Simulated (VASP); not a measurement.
Consider the following.

```
CSi
1.0
    1.55241    -2.68885     0.00000
    1.55241     2.68885     0.00000
    0.00000     0.00000     5.09706
Si C
2 2
Direct
  0.66667   0.33333   0.49960
  0.33333   0.66667   0.99960
  0.66667   0.33333   0.87540
  0.33333   0.66667   0.37540
```

Level of theory: r2SCAN meta-GGA, VASP's PBE PAW potentials (set 64) (plane waves; VASP). Settings: 520 eV cut-off, 8×8×5 Γ-centred mesh, Gaussian smearing of 0.050 eV, potentials Si C.

Q: Give the stress tensor in GPa (positive for a compressed cell).

A: 
```
-6.39   0.00   0.00
 0.00  -6.39   0.00
 0.00   0.00  -6.26
```
The pressure is its mean diagonal, -6.35 GPa.

The compound is SiC in the wurtzite structure, the rare 2H polytype. This cell is one point of a volume scan, at 1.03 of the reference volume.
